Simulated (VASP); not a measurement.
Consider the following.

```
CELL_PARAMETERS angstrom
      3.70411     0.00000     0.00000
      0.00000     3.70411     0.00000
      0.00000     0.00000     3.70411
ATOMIC_POSITIONS crystal
  Sr 0.00000 0.00000 0.00000
  V  0.50000 0.50000 0.50000
  O  0.50000 0.00000 0.50000
  O  0.00000 0.50000 0.50000
  O  0.50000 0.50000 0.00000
```

Calculation: LDA (Ceperley-Alder, Perdew-Zunger), VASP's LDA PAW potentials (set 64) (plane waves; VASP 6.6.1). Settings: 520 eV cut-off, 8×8×8 Γ-centred mesh, first-order Methfessel-Paxton smearing of 0.10 eV, potentials Sr_sv V_sv O.

Task: Estimate the energy per atom (σ→0), pressure, band gap (on the k-mesh) with the smallest direct gap where there is one.

Result: 
| Property | Result |
|---|---|
| band gap (on the k-mesh) | none (metal, semimetal or under 0.01 eV) |
| energy per atom (σ→0) | -8.705 eV/atom |
| pressure | 15.42 GPa |

Only differences to runs with the same potentials and settings are physical.

The compound is SrVO3 in the cubic perovskite structure. This cell is one point of a volume scan, at 0.94 of the reference volume. The run is not spin-polarised, so no magnetic state was tried. The electron count is odd and the run is not spin-polarised, which forces a metal.
